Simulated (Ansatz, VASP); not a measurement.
**Two plane-wave programs on KPt**

```
Pt K
1.0
     3.00085    0.00000    0.00000
    -1.50042    2.59881    0.00000
     0.00000    0.00000    5.34558
Pt K
1 1
Direct
  0.66667 0.33333 0.00000
  0.00000 0.00000 0.50000
```

The cell comes from a database or a generator and needn't be the stable form of this composition.

Alike in both runs: task single point; functional LDA; k mesh 10 × 10 × 5; occupations gaussian, width 0.05 eV; no spin polarisation.

|  | VASP | Ansatz |
| --- | --- | --- |
| version | VASP 6.6.1 | Ansatz 0.2.0 |
| potentials or method | VASP PAW LDA potentials, release 64 (Pt, K_pv) | Ansatz PAW |
| plane-wave cutoff (eV) | 500 | 420 |
| valence electrons in the cell | 17 | 27 |

VASP gave:

| Property | Result |
| --- | --- |
| gap on the k mesh at the Fermi level (eV) | none |
| pressure (GPa) | -5.4 |
| largest component of the traceless stress (GPa) | 1.50 |

Question: What did Ansatz give for the same quantities?

Answer: gap on the k mesh at the Fermi level (eV): none; pressure (GPa): -7.1; largest component of the traceless stress (GPa): 1.31.

A gap of «none» marks a metal or a gap that the smearing closes. The two sets of potentials don't hold the same shells in valence.

Caveats: the PAW data sets come from PBE, with cores solved anew for the run's functional, which leaves a small shift of forces and pressure (Ansatz). The runs have no spin-orbit coupling, so splittings on Pt are missing.
